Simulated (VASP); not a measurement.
Given:

```
NbSi
1.0
    0.00000     2.54733     2.54733
    2.54733     0.00000     2.54733
    2.54733     2.54733     0.00000
Nb Si
1 1
Direct
  0.00000   0.00000   0.00000
  0.50000   0.50000   0.50000
```

These are PBEsol GGA, VASP's PBE PAW potentials (set 64) (plane waves; VASP) values and carry that method's errors. Numerical set-up: 400 eV cut-off, 14×14×14 Γ-centred mesh, tetrahedra with Blöchl corrections, potentials Nb_sv Si.

### Question
What does the run give for the energy per atom (σ→0), band gap (on the k-mesh) with the smallest direct gap where there is one?

### Answer

```
Property                                                     Value
------------------------  ----------------------------------------
band gap (on the k-mesh)  none (metal, semimetal or under 0.01 eV)
energy per atom (σ→0)                               -8.610 eV/atom
```

The absolute energy has meaning only against runs of the same code, potentials and settings.

The structure was generated: NbSi was put into the rock salt type (Fm-3m), which need not be its known phase. It was relaxed first, which changed the volume by -37 %. The electron count is odd and the run is not spin-polarised, which forces a metal.
